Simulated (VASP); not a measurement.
LaSi (relaxed from the CsCl type structure, space group Pm-3m): computed properties

Computed with PBEsol GGA, VASP's PBE PAW potentials (set 64) (plane waves; VASP 6.6.1).

```yaml
space_group: Pm-3m (221)
cell: a = b = c = 3.6627 Å, α = β = γ = 90.00°
volume_per_atom: 24.57 Å³/atom
band gap (over mesh and band path): none (metal, semimetal or under 0.01 eV)
density: 5.64 g/cm³
```

```
CELL_PARAMETERS angstrom
      3.66268     0.00000     0.00000
      0.00000     3.66268     0.00000
      0.00000     0.00000     3.66268
ATOMIC_POSITIONS crystal
  La 0.00000 0.00000 0.00000
  Si 0.50000 0.50000 0.50000
```

The structure was generated: LaSi was put into the CsCl type type (Pm-3m), which need not be its known phase. It was relaxed first, which changed the volume by -30 %. Symmetry was kept, so distortions that lower it aren't found. The electron count is odd and the run is not spin-polarised, which forces a metal.
